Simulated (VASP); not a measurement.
Consider the following.

```xyz
3
Lattice="0.0000 2.5995 2.5053 2.5689 0.0000 2.5053 2.5689 2.5995 0.0000" Properties=species:S:1:pos:R:3 pbc="T T T"
Hf     0.0000     0.0000     0.0000
O      1.2844     1.2997     1.2526
O      3.9298     3.8992     3.7579
```

Calculation: PBE GGA, VASP's PBE PAW potentials (set 64) (plane waves; VASP). Run with 520 eV cut-off, 2×2×2 Monkhorst-Pack mesh, Gaussian smearing of 0.050 eV, potentials Hf_pv O.

**Question.** Give the force on each atom (eV/Å).

**Answer.** 
| atom | Fx | Fy | Fz |
|---|---|---|---|
| Hf1 | 0.170 | 0.000 | 0.000 |
| O2 | 0.597 | 0.000 | 0.000 |
| O3 | -0.768 | 0.000 | 0.000 |

**Question.** Give the stress tensor in GPa (positive for a compressed cell).

**Answer.** 
```
 -7.63    0.00    0.00
  0.00  -13.47    2.09
  0.00    2.09    3.01
```
The pressure is its mean diagonal, -6.03 GPa.

The compound is HfO2 in the fluorite structure, the high-temperature cubic form, which is unstable at 0 K; the monoclinic form is the stable one. The cell was not relaxed at this level, atoms are displaced from their ideal sites. The k-mesh is coarse (spacing up to 1.06 per Å, 2π included), so the numbers may not be converged in it. The run is one of a series of settings (KPOINTS 2×2×2 Monkhorst-Pack mesh against the base run), some of them coarse on purpose.
